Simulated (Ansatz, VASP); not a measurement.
# Cross-check of CdS (Hawleyite) between VASP and Ansatz

Wanted: the spread between two codes on one cell, functional and k mesh. The cell is taken from a series of runs on this material, whose earlier steps may have relaxed, scaled, displaced or heated it; both programs get it as it stands.

Method: plane waves, with VASP 6.6.1 beside it; relaxation of cell and atoms at LDA, in Ansatz 0.2.0.

**1. The starting structure**

Symmetry: F-43m, No. 216, cubic system. Conventional cell: a = 5.757 Å, b = 5.757 Å, c = 5.757 Å, α = 90.00°, β = 90.00°, γ = 90.00°. Nearest to Cd lie 4 S at 2.49 Å. Nearest to S lie 4 Cd at 2.49 Å. Farther neighbours and most contacts between anions are not listed.

**2. VASP: relaxation of cell and atoms, LDA**

The relaxed volume is the usual yardstick between codes: in a stiff, nearly cubic crystal its relative difference is about their pressure difference at one cell divided by the bulk modulus.

Lines of VASP's logs that name or quote its potential files are left out, and so is its time.

Contents of INCAR:

```
SYSTEM = CdS
PREC = Accurate
ENCUT = 500
EDIFF = 1E-07
NELM = 120
ISMEAR = 0
SIGMA = 0.01
LREAL = .FALSE.
ALGO = Normal
GGA = CA
NBANDS = 15
LORBIT = 11
LWAVE = .FALSE.
LCHARG = .FALSE.
ISIF = 3
IBRION = 2
NSW = 80
EDIFFG = -0.005
LASPH = .TRUE.
GGA_COMPAT = .FALSE.
NELMIN = 4
EFERMI = MIDGAP
KPAR = 2
```

Contents of POSCAR:

```
CdS
1.0
    0.0000000000      2.8784340000      2.8784340000
    2.8784340000      0.0000000000      2.8784340000
    2.8784340000      2.8784340000      0.0000000000
Cd S
1 1
Direct
    0.0000000000      0.0000000000      0.0000000000
    0.2500000000      0.2500000000      0.2500000000
```

Contents of KPOINTS:

```
Automatic mesh
0
Gamma
8 8 8
0 0 0
```

PAW data sets: Cd and S (LDA family, release 64).

The run is started by

```console
> mpirun -np 2 vasp_std
```

Numbers of over 12 decimals in the logs are rounded to 6 here.

Log:

```text
[banner, memory and clock lines left out]
running    2 mpi-ranks, on    1 nodes
 distrk:  each k-point on    1 cores,    2 groups
 distr:  one band on    1 cores,    1 groups

 POSCAR found type information on POSCAR CdS
 POSCAR found :  2 types and       2 ions
 LDA part: xc-table for (Slater(with rela. corr.)+CA(PZ))
 , standard interpolation
 POSCAR, INCAR and KPOINTS ok, starting setup
 FFT: planning ... GRIDC
 FFT: planning ... GRID_SOFT
 FFT: planning ... GRID
 WAVECAR not read
 entering main loop
       N       E                     dE             d eps       ncg     rms          rms(c)
DAV:   1     0.109132578035E+03    0.10913E+03   -0.88885E+03   878   0.106E+03
DAV:   2    -0.371513284384E+01   -0.11285E+03   -0.10663E+03  1031   0.269E+02
DAV:   3    -0.789484537472E+01   -0.41797E+01   -0.41679E+01  1059   0.544E+01
DAV:   4    -0.792116457953E+01   -0.26319E-01   -0.26316E-01  1122   0.422E+00
DAV:   5    -0.792152340648E+01   -0.35883E-03   -0.35882E-03  1073   0.470E-01    0.883E+00
DAV:   6    -0.743839447276E+01    0.48313E+00   -0.80962E-01  1268   0.128E+01    0.688E+00
DAV:   7    -0.741202336951E+01    0.26371E-01   -0.17277E-01  1080   0.315E+00    0.317E+00
DAV:   8    -0.740710233566E+01    0.49210E-02   -0.19093E-02   947   0.185E+00    0.264E-01
DAV:   9    -0.740663867477E+01    0.46366E-03   -0.23675E-03  1164   0.807E-01    0.504E-02
DAV:  10    -0.740662194555E+01    0.16729E-04   -0.20400E-04  1045   0.190E-01    0.548E-02
DAV:  11    -0.740663218438E+01   -0.10239E-04   -0.40091E-05  1038   0.653E-02    0.166E-02
DAV:  12    -0.740662809791E+01    0.40865E-05   -0.17755E-05  1273   0.588E-02    0.649E-03
DAV:  13    -0.740662814439E+01   -0.46477E-07   -0.12180E-06  1003   0.958E-03    0.185E-03
DAV:  14    -0.740662814881E+01   -0.44190E-08   -0.32670E-08   673   0.158E-03
   1 F= -.74066281E+01 E0= -.74066281E+01  d E =-.740663E+01
 curvature:   0.00 expect dE= 0.000E+00 dE for cont linesearch  0.000E+00
 trial: gam= 0.00000 g(F)=  0.105E-47 g(S)=  0.184E-02 ort = 0.000E+00 (trialstep = 0.100E+01)
 search vector abs. value=  0.184E-02
 bond charge predicted
       N       E                     dE             d eps       ncg     rms          rms(c)
DAV:   1    -0.743006772145E+01   -0.23440E-01   -0.43270E-01   940   0.854E+00    0.118E+00
DAV:   2    -0.740931123868E+01    0.20756E-01   -0.47669E-02  1010   0.342E+00    0.437E-01
DAV:   3    -0.740735054554E+01    0.19607E-02   -0.46708E-03  1108   0.793E-01    0.365E-01
DAV:   4    -0.740711214510E+01    0.23840E-03   -0.31394E-04   961   0.172E-01    0.715E-02
DAV:   5    -0.740709330207E+01    0.18843E-04   -0.44655E-05  1178   0.114E-01    0.157E-02
DAV:   6    -0.740709341636E+01   -0.11428E-06   -0.77466E-06   947   0.351E-02    0.107E-02
DAV:   7    -0.740709355888E+01   -0.14253E-06   -0.32730E-07  1010   0.413E-03    0.242E-03
DAV:   8    -0.740709353730E+01    0.21583E-07   -0.10196E-07   526   0.427E-03
   2 F= -.74070935E+01 E0= -.74070935E+01  d E =-.465388E-03
 trial-energy change:   -0.000465  1 .order   -0.000469   -0.001842    0.000904
 step:   0.6690(harm=  0.6708)  dis= 0.00000  next Energy=    -7.407243 (dE=-0.615E-03)
 bond charge predicted
       N       E                     dE             d eps       ncg     rms          rms(c)
DAV:   1    -0.740977619649E+01   -0.26826E-02   -0.47265E-02   933   0.280E+00    0.379E-01
DAV:   2    -0.740747725745E+01    0.22989E-02   -0.53343E-03  1017   0.115E+00    0.139E-01
DAV:   3    -0.740726835536E+01    0.20890E-03   -0.51618E-04  1115   0.258E-01    0.115E-01
DAV:   4    -0.740724413139E+01    0.24224E-04   -0.34269E-05   912   0.590E-02    0.228E-02
DAV:   5    -0.740724211474E+01    0.20166E-05   -0.44913E-06  1178   0.364E-02    0.639E-03
DAV:   6    -0.740724215867E+01   -0.43926E-07   -0.83099E-07   912   0.110E-02
   3 F= -.74072422E+01 E0= -.74072422E+01  d E =-.614010E-03
 curvature:  -0.34 expect dE=-0.368E-07 dE for cont linesearch -0.368E-07
 trial: gam= 0.00000 g(F)=  0.122E-46 g(S)=  0.110E-06 ort =-0.142E-04 (trialstep = 0.934E+00)
 search vector abs. value=  0.110E-06
 reached required accuracy - stopping structural energy minimisation
```

OUTCAR, selected parts (step 2):

```text
ion  position               nearest neighbor table
   1  0.000  0.000  0.000-   2 2.49   2 2.49   2 2.49   2 2.49
   2  0.250  0.250  0.250-   1 2.49   1 2.49   1 2.49   1 2.49

  LATTYP: Found a face centered cubic cell.
 ALAT       =     5.7568680000

 Subroutine GETGRP returns: Found 24 space group operations
 (whereof 24 operations were pure point group operations)

The static configuration has the point symmetry T_d .

 Found     29 irreducible k-points:

   k-points           NKPTS =     29   k-points in BZ     NKDIM =     29   number of bands    NBANDS=     15

   dimension x,y,z NGX =    30 NGY =   30 NGZ =   30
   dimension x,y,z NGXF=    60 NGYF=   60 NGZF=   60

   ENCUT  =  500.0 eV  36.75 Ry    6.06 a.u.   7.42  7.42  7.42*2*pi/ulx,y,z

   NELECT =      18.0000    total number of electrons

 k-points in reciprocal lattice and weights: Automatic mesh
   0.00000000  0.00000000  0.00000000       0.002
   0.12500000  0.00000000  0.00000000       0.016
   0.25000000  0.00000000  0.00000000       0.016
   0.37500000  0.00000000  0.00000000       0.016
   0.50000000  0.00000000  0.00000000       0.008
   0.12500000  0.12500000  0.00000000       0.012
   0.25000000  0.12500000  0.00000000       0.047
   0.37500000  0.12500000  0.00000000       0.047
   0.50000000  0.12500000  0.00000000       0.047
[...]
-0.37500000  0.50000000  0.12500000       0.023
  -0.25000000  0.50000000  0.25000000       0.012

 average (electrostatic) potential at core
       1 -39.9072       2 -89.6352

 E-fermi :   1.8910

 k-point     1 :       0.0000    0.0000    0.0000
  band No.  band energies     occupation
    ...
      5      -5.9642      2.00000
      6      -5.9642      2.00000
      7       1.4108      2.00000
      8       1.4108      2.00000
      9       1.4108      2.00000
     10       2.3713      0.00000
     11       7.7629      0.00000
     12       7.7629      0.00000
     13       7.7629      0.00000
     14      12.6637      0.00000
    ...

 k-point     2 :       0.1250    0.0000    0.0000
  band No.  band energies     occupation
    ...
      5      -5.9656      2.00000
      6      -5.9656      2.00000
      7       0.3017      2.00000
      8       1.2772      2.00000
      9       1.2772      2.00000
     10       3.2626      0.00000
     11       7.5012      0.00000
     12       7.9736      0.00000
     13       7.9736      0.00000
     14      12.2321      0.00000
    ...

 k-point     3 :       0.2500    0.0000    0.0000
  band No.  band energies     occupation
    ...
      5      -5.9601      2.00000
      6      -5.9601      2.00000
      7      -1.2423      2.00000
      8       0.9781      2.00000
      9       0.9781      2.00000
     10       4.0422      0.00000
     11       7.5340      0.00000
     12       8.2948      0.00000
     13       8.2948      0.00000
     14      11.9760      0.00000
    ...

  Total       -0.0012308     -0.0012308     -0.0012308     -0.0000000     -0.0000000      0.0000000
  in kB       -0.0410258     -0.0410258     -0.0410258     -0.0000000     -0.0000000      0.0000000
  external PRESSURE =      -0.0410258 kB  Pullay stress =       0.0000000 kB

  energy-cutoff  :      500.00
  volume of cell :       48.07
      direct lattice vectors                 reciprocal lattice vectors
    -0.000000000  2.885845549  2.885845549    -0.173259446  0.173259446  0.173259446
     2.885845549  0.000000000  2.885845549     0.173259446 -0.173259446  0.173259446
     2.885845549  2.885845549 -0.000000000     0.173259446  0.173259446 -0.173259446

 POSITION                                       TOTAL-FORCE (eV/Angst)
 -----------------------------------------------------------------------------------
     -0.00000      0.00000      0.00000         0.000000      0.000000      0.000000
      1.44292      1.44292      1.44292        -0.000000     -0.000000     -0.000000
 -----------------------------------------------------------------------------------
    total drift:                               -0.000000     -0.000000     -0.000000

  FREE ENERGIE OF THE ION-ELECTRON SYSTEM (eV)
  ---------------------------------------------------
  free  energy   TOTEN  =        -7.4072421587 eV

  energy  without entropy=       -7.4072421587  energy(sigma->0) =       -7.40724216

 reached required accuracy - stopping structural energy minimisation

 total charge
# of ion       s       p       d       tot
------------------------------------------
    1        0.448   0.354   9.554  10.355
    2        1.322   2.390   0.000   3.712
--------------------------------------------------
tot          1.770   2.744   9.554  14.067

[... 3 further parts left out ...]
```

CONTCAR:

```
CdS
   1.00000000000000
    -0.0000000000000000    2.8858455486723673    2.8858455486723673
     2.8858455486723673    0.0000000000000000    2.8858455486723673
     2.8858455486723673    2.8858455486723673   -0.0000000000000000
  Cd              S
     1     1
Direct
     0.0000000000000000    0.0000000000000000    0.0000000000000000
     0.2500000000000000    0.2500000000000000    0.2500000000000000
```

**3. Ansatz: relaxation of cell and atoms, LDA**

Ansatz runs on its PAW soft_1 files.

The same cell, functional (in two slightly different forms) and mesh now go to Ansatz, which takes its cutoff from its data sets.

Contents of input.yaml:

```yaml
crystal:
  lattice:
    - [0.0, 2.8784341488, 2.8784341488]
    - [2.8784341488, 0.0, 2.8784341488]
    - [2.8784341488, 2.8784341488, 0.0]
  atoms:
    - { symbol: Cd, position: [0.0, 0.0, 0.0] }
    - { symbol: S, position: [0.25, 0.25, 0.25] }
kpoints:
  mp_grid: { grid: [8, 8, 8] }
hamiltonian:
  xc: lda
  pseudopotentials: { kind: paw, azcp: { folder: soft_1 }, xc_functional: pbe }
scf:
  occupations: { method: fixed }
output:
  forces: true
  stress: true
  eigenvalues: true
relax:
  adjacent_minimum: "off"
  f_tol: 0.001
  max_steps: 60
  cell: { stress_tol: 0.01 }
```

The run is started by

```console
> ansatz run input.yaml --threads 4 --pin off --max-ram 10240MiB --backend cpu --events-out ev --progress --plain --runs-dir out
```

Log:

```text
Engine: ansatz 0.2.0, aarch64-unknown-linux-gnu
Pseudopotentials: kind: paw
Pseudopotential: Cd, paw, valence charge 20, recommended cutoff 420 eV (normal), soft_1/Cd.paw.azcp
Pseudopotential: S, paw, valence charge 6, recommended cutoff 420 eV (normal), soft_1/S.paw.azcp
Functional definition: SPW92
  exchange = slater_x
  correlation = pw_c
Crystal: 2 atoms, lattice volume = 47.698 Å³
Basis set: ecut = 420 eV, 941 PW (Γ)
Bands: 17, of which v1, the nominal top of the filled ones, is band 13 counted from 1 (12 counted from 0)
Symmetry: 24 space group operations
Space group: F-43m (ITA 216), of the structure as read, at distance tolerance 3.6e-5 Å
k-points: 29 of 512 (time reversal used)
Non-local potential: Cd, projectors of the file, l = 0: 3, l = 1: 2, l = 2: 2, l = 3: 1
Non-local potential: S, projectors of the file, l = 0: 2, l = 1: 2, l = 2: 1
PAW form: soft (Blöchl's): semilocal exchange-correlation on the pseudo side does not see the compensation charge
PAW frozen core: Cd, regenerated for the run's functional, and the local potential with it (the file was generated under x = pbe(κ = 0.804, μ = 0.219515), c = pbe(β = 0.066725))
PAW frozen core: S, regenerated for the run's functional, and the local potential with it (the file was generated under x = pbe(κ = 0.804, μ = 0.219515), c = pbe(β = 0.066725))
PAW one-centre angular grid: Cd, 590 points (default); XC on 64 Gauss nodes
PAW one-centre angular grid: S, 110 points (default); XC on 64 Gauss nodes
Initial density: superposition of atomic densities (chi_scale 0.1, normalization cell, long waves kept (reshape's long-wave potential 0.00 eV rms))
Initial wavefunctions: pseudopotential atomic-orbital guess
Functional: x = slater, c = lda
SCF iter   1: F=—  HF=-8988.768138 eV  |F-HF|=—  |Δ(HF+E_count)|=         —  Δρ=2.34e-2  dr2=2.23e-1  ethr=3.10e-3  ⟨swp⟩=5.1  Hψ=2204  notcnv=0  defer=54
preconditioner: auto → none  [insulator: Δε(μ)=1.187 eV  Ē_g=12.578 eV  n_scr=14 (ndim 8)  ℏωp=22.8 eV  f_vac=0.051  ε∞_Penn≈4.3]
SCF iter   2: F=—  HF=-8988.706178 eV  |F-HF|=—  |Δ(HF+E_count)|=   6.20e-2  Δρ=1.05e-2  dr2=2.62e-2  ethr=8.58e-4  ⟨swp⟩=2.9  Hψ=1040  notcnv=0  defer=54
SCF iter   3: F=—  HF=-8988.702220 eV  |F-HF|=—  |Δ(HF+E_count)|=   3.96e-3  Δρ=3.89e-3  dr2=3.64e-3  ethr=1.01e-4  ⟨swp⟩=3.0  Hψ=894  notcnv=0  defer=55
SCF iter   4: F=—  HF=-8988.701833 eV  |F-HF|=—  |Δ(HF+E_count)|=   3.87e-4  Δρ=5.91e-4  dr2=1.73e-4  ethr=1.40e-5  ⟨swp⟩=2.7  Hψ=816  notcnv=0  defer=55
SCF iter   5: F=—  HF=-8988.701773 eV  |F-HF|=—  |Δ(HF+E_count)|=   5.98e-5  Δρ=1.75e-4  dr2=7.60e-6  ethr=6.64e-7  ⟨swp⟩=2.5  Hψ=798  notcnv=0  defer=55
SCF iter   6: F=—  HF=-8988.701796 eV  |F-HF|=—  |Δ(HF+E_count)|=   2.37e-5  Δρ=2.58e-5  dr2=1.31e-7  ethr=2.92e-8  ⟨swp⟩=2.6  Hψ=916  notcnv=0
SCF iter   7: F=-8988.701796 eV  HF=-8988.701796 eV  |F-HF|=1.93e-10  |Δ(HF+E_count)|=   3.09e-8  Δρ=2.37e-6  dr2=1.09e-9  ethr=3.85e-10  ⟨swp⟩=6.8  Hψ=2302  notcnv=0
SCF 1 converged in 7 iterations: F = -8988.701796 eV  dr2 = 1.09e-9
  greatest PAW one-centre occupation: 1.001 electrons in one spin orbital (limit 2), on the Cd atom at site 0 (counted from 0), in its partial waves of l = 0
relax step   1: F+E_penalty+E_count = -8988.70179638 eV  Δ(F+E_penalty+E_count) = +0.000e0 eV  max|allowed force component| = 1.665e-16 eV/Å  Δτ_max = 0.0000 Å  P = +0.002 GPa  Ω = 47.698 Å³  (7 SCF iters, dr2 threshold 1.00e-7 eV, accepted)
Initial density: handed on by an earlier stage of this run
Initial wavefunctions: pseudopotential atomic-orbital guess (no wavefunctions were taken with the density)
iter 1 solved again at ethr=1.99e-7 eV; its pass at ethr=3.10e-3 eV (dr2=5.18e-5 eV) is discarded
SCF iter   1: F=—  HF=-8988.701804 eV  |F-HF|=—  |Δ(HF+E_count)|=         —  Δρ=2.72e-6  dr2=2.69e-9  ethr=1.99e-7  ⟨swp⟩=3.9  Hψ=3662  notcnv=0  defer=55
eigensolver tolerance schedule: the retry pair's looser diagonalisation over-reported the residual by 19257.67 of it (diagonalisation noise at an unbounded share of the residual, at the tolerance the schedule requests for it); recorded, not acted on — ethr = c·dr2/N_el stays at c = 1.0e-1
preconditioner: auto → none  [insulator: Δε(μ)=0.947 eV  Ē_g=12.377 eV  n_scr=14 (ndim 8)  ℏωp=22.8 eV  f_vac=0.111  ε∞_Penn≈4.4]
SCF iter   2: F=—  HF=-8988.701796 eV  |F-HF|=—  |Δ(HF+E_count)|=   8.06e-6  Δρ=3.09e-6  dr2=4.13e-9  ethr=1.03e-11  ⟨swp⟩=3.7  Hψ=1206  notcnv=0  defer=49
SCF iter   3: F=—  HF=-8988.701796 eV  |F-HF|=—  |Δ(HF+E_count)|=   1.08e-9  Δρ=1.05e-6  dr2=2.83e-10  ethr=1.03e-11  ⟨swp⟩=2.0  Hψ=725  notcnv=0  defer=49
SCF iter   4: F=—  HF=-8988.701796 eV  |F-HF|=—  |Δ(HF+E_count)|=  1.40e-10  Δρ=8.19e-7  dr2=3.31e-10  ethr=1.09e-12  ⟨swp⟩=2.7  Hψ=849  notcnv=0  defer=49
SCF iter   5: F=—  HF=-8988.701796 eV  |F-HF|=—  |Δ(HF+E_count)|=  8.91e-11  Δρ=3.37e-7  dr2=6.23e-11  ethr=1.09e-12  ⟨swp⟩=2.5  Hψ=721  notcnv=0  defer=49
SCF iter   6: F=—  HF=-8988.701796 eV  |F-HF|=—  |Δ(HF+E_count)|=  1.27e-11  Δρ=1.59e-7  dr2=1.31e-11  ethr=2.40e-13 (applied; sched 1.00e-12)  ⟨swp⟩=2.0  Hψ=725  notcnv=0  defer=49
SCF iter   7: F=-8988.701796 eV  HF=-8988.701796 eV  |F-HF|=5.46e-12  |Δ(HF+E_count)|=  1.09e-11  Δρ=1.29e-8  dr2=8.03e-14  ethr=1.00e-12  ⟨swp⟩=7.9  Hψ=3031  notcnv=0
SCF 2 converged in 7 iterations: F = -8988.701796 eV  dr2 = 8.03e-14
relax step   2: F+E_penalty+E_count = -8988.70179638 eV  Δ(F+E_penalty+E_count) = -1.273e-10 eV  max|allowed force component| = 1.527e-16 eV/Å  Δτ_max = 0.0000 Å  P = +0.002 GPa  Ω = 47.698 Å³  stress off target by 2.18e-3 GPa  SCF on the basis re-selected at this cell (its energy is not comparable with the rows above)  (7 SCF iters)
basis re-selected at this cell: Δ(F+E_penalty+E_count) = -1.273e-10 eV, ΔP = +0.000 GPa vs the last step (what re-selecting the basis moved, of the pressure what is left beyond the Pulay correction that the steps carried, after the strain that the cell walked since its last selection, with what the two solves' SCF thresholds leave and, on support functions, any second-order correction that the steps lacked; it is no  [...]
SCF converged after 7 iterations
Free energy (F): -8988.701796 eV
Harris-Foulkes:  -8988.701796 eV  (|F-HF|=5.46e-12)
Internal energy: -8988.701796 eV  (E = F + TS)
E sigma→0 (E₀):  -8988.701796 eV
Fermi energy:    7.200048 eV
--- Per-component energies (eV) ---
  E_band       = -501.852118
  E_kinetic    = 547.541012
  E_local      = -3985.791744  (includes V_loc(G=0)·N_el)
  E_nonlocal   = 162.642419
  E_hartree    = 1810.535066
  E_xc         = -244.239262
  E_vxc        = -279.547087  (∫ρ·V_xc dr)
  E_paw        = -4539.556038  (= ΣΔE_a)
  E_vpaw       = -567.767136  (= ΣTr[D̂ρ^β])
  E_aug_tail   = 0.000305  (compensation charges beyond the density's cutoff)
  E_ewald      = -2740.753323
  E_core_change = 0.919767  (= ΣΔE_core)
  E_smearing   = -0.000000  (= −TS)
  E_closure    = -0.000000  (closes the sum)
  Σ components = -8988.701796   (vs F -8988.701796, Δ=0.00e0)
--- Forces (eV/Å), atoms counted from 1 ---
  atom   1  Cd     0.00000000    -0.00000000     0.00000000
  atom   2  S     -0.00000000     0.00000000     0.00000000
  max |Σ_I F_I| component: 1.02e-16 eV/Å
--- Stress (GPa, compression-positive) ---
        0.002184      -0.000000      -0.000000
        0.000000       0.002184       0.000000
       -0.000000       0.000000       0.002184
  P = ⅓ Tr σ = 0.0022 GPa (0.022 kbar)
--- Band table (eV; the first three rows and the last of 29) ---
  k-point 0: bands = [... 9 lower, -0.1744, 7.2000, 7.2000, 7.2000, 8.1468, 13.5226, 13.5226, 13.5226]
  k-point 1: bands = [... 9 lower, -0.1759, 6.0841, 7.0649, 7.0649, 9.0414, 13.2594, 13.7333, 13.7333]
  k-point 2: bands = [... 9 lower, -0.1703, 4.5298, 6.7621, 6.7621, 9.8212, 13.2923, 14.0569, 14.0569]
  k-point 28: bands = [... 9 lower, 0.5327, 2.9970, 4.6843, 4.8158, 12.4260, 12.6233, 14.2655, 14.9824]
--- Relaxed structure (1 steps of the walk, 1 accepted, 1 SCFs on fresh bases) ---
  F+E_penalty+E_count = -8988.70179638 eV   max|allowed force component| = 1.527e-16 eV/Å   (the final SCF, on the basis selected at the relaxed cell)
  cell:  # Å, volume = 47.6979 Å³
    - [0.0, 2.8784341488, 2.8784341488]
    - [2.8784341488, 0.0, 2.8784341488]
    - [2.8784341488, 2.8784341488, 0.0]
  atoms:
    - { symbol: Cd, position: [0.0, 0.0, 0.0] }
    - { symbol: S, position: [0.25, 0.25, 0.25] }
```

The column dr2 measures how far the density is from self-consistency, as an energy; F and HF (Harris–Foulkes) agree once it is small.

**4. Differences**

Known differences besides the potentials themselves: the two LDA forms differ slightly; fixed occupations in Ansatz, narrow Gaussian smearing in VASP; the data sets hold 26 valence electrons in Ansatz (on its PAW soft_1 files) and 18 in VASP; the cutoff is 420 eV in Ansatz and 500 eV in VASP; VASP's log shows a relativistic correction to its local exchange, Ansatz's none; Ansatz adds a Pulay correction to the stress that steers its cell, VASP none. Total energies have different zeros and are not compared.

The two programs side by side:

```csv
quantity,Ansatz,VASP,difference
volume (Å³),47.70,48.07,-0.77 %
"edge a after relaxation, in the typed setting (Å)",4.071,4.081,-0.26 %
```

**5. Outcome**

```
difference in volume (relaxation of cell and atoms, LDA) : -0.77 %
```

In words: The difference in volume is -0.77 % (relaxation of cell and atoms, LDA), within the 1.2 % picked in this series as the mark of a large difference, as far as the stopping tolerances let one tell. The data sets hold unlike numbers of valence electrons (26 in Ansatz and 18 in VASP), so part of the differences comes from the potentials. Such differences can come from data sets, numerical settings and the points named under the comparisons, not from the functional's error against experiment.

[Lines on the potential files, build, host, timing and source positions are cut from VASP's logs without a mark.]

[Logs are printed without paths, hosts, clocks, repeated set-up lines and the standing remarks that a program may print on its own settings, such as how far it seeks lower states.]

[Hosts, paths, dates, database ids (printed as entryN), source tags and the programs' standing remarks are cut or masked in the printed files.]
